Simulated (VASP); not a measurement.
```xyz
4
Lattice="4.0790 0.0000 0.0000 0.0000 4.0790 0.0000 0.0000 0.0000 4.0790" Properties=species:S:1:pos:R:3 pbc="T T T"
Sc     0.0000     0.0000     0.0000
Al     0.0000     2.0395     2.0395
Al     2.0395     0.0000     2.0395
Al     2.0395     2.0395     0.0000
```

The numbers are results of TPSS meta-GGA, VASP's PBE PAW potentials (set 64) (plane waves; VASP 6.6.1), not measurements. Settings: 520 eV cut-off, 9×9×9 Γ-centred mesh, tetrahedra with Blöchl corrections, potentials Sc_sv Al.

The cores are frozen, which limits the accuracy of field gradients.

### Question
Give the principal components of the electric field gradient (V/Å²) and the asymmetry η at each nucleus.

### Answer

| atom | Vxx | Vyy | Vzz | η |
|---|---|---|---|---|
| Sc1 | 0.0 | 0.0 | 0.0 | - |
| Al2 | -9.6 | -9.6 | 19.3 | 0.00 |
| Al3 | -9.6 | -9.6 | 19.3 | 0.00 |
| Al4 | -9.6 | -9.6 | 19.3 | 0.00 |

The compound is Al3Sc in the L1_2 structure. It was relaxed first.
